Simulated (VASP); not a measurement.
# WP (relaxed from the zinc blende structure, space group F-43m): computed properties

Method: r2SCAN meta-GGA, VASP's PBE PAW potentials (set 64) (plane waves; VASP 6.6.1).

- space group: F-43m (216)
- cell: a = b = c = 5.392 Å, α = β = γ = 90.00°
- volume per atom: 19.60 Å³/atom
- band gap (over mesh and band path): none (metal, semimetal or under 0.01 eV)
- density: 9.10 g/cm³

```yaml
crystal:
  lattice:
    - [0.00000, 2.69622, 2.69622]
    - [2.69622, 0.00000, 2.69622]
    - [2.69622, 2.69622, 0.00000]
  atoms:
    - { symbol: W, position: [0.00000, 0.00000, 0.00000] }
    - { symbol: P, position: [0.25000, 0.25000, 0.25000] }
```

Unless said otherwise, spin-orbit coupling is left out, though it shifts the bands of the heavy elements here.

The structure was generated: WP was put into the zinc blende type (F-43m), which need not be its known phase. It was relaxed first, which changed the volume by -35 %. Symmetry was kept, so distortions that lower it aren't found. The electron count is odd and the run is not spin-polarised, which forces a metal.
